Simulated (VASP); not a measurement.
```yaml
crystal:
  lattice:
    - [0.00000, 3.26670, 3.26670]
    - [3.26670, 0.00000, 3.26670]
    - [3.26670, 3.26670, 0.00000]
  atoms:
    - { symbol: Cd, position: [0.00000, 0.00000, 0.00000] }
    - { symbol: Te, position: [0.25000, 0.25000, 0.25000] }
```

These are PBE GGA with D3 dispersion (zero damping), VASP's PBE PAW potentials (set 64) (plane waves; VASP) values and carry that method's errors. Run with 520 eV cut-off, Gaussian smearing of 0.050 eV, potentials Cd Te.

Unless said otherwise, spin-orbit coupling is left out, though it shifts the bands of the heavy elements here.

Question: Give the energies of bands 7 to 12 at the high-symmetry points, in eV from the valence-band maximum.

Answer: 
```csv
band,Γ,X,U,L,W
7,0.00,-4.19,-4.09,-4.29,-4.07
8,0.00,-1.78,-2.45,-0.74,-2.23
9,0.00,-1.78,-1.48,-0.74,-2.10
10,0.70,2.66,2.91,1.79,4.17
11,4.62,2.67,4.49,5.20,4.69
12,4.62,8.71,7.29,5.20,5.54
```

The gap is direct, 0.70 eV, from the valence maximum at Γ to the conduction minimum at Γ.

Measured: gap 1.63 eV (computed value off by -0.93 eV), as given by Anna Miglio et al., npj Computational Materials (2020), arXiv:2011.12765 [zero-point renormalisation of 16 meV (experimental, the table's column) added back].

The compound is CdTe in the zinc blende structure. It was relaxed first.
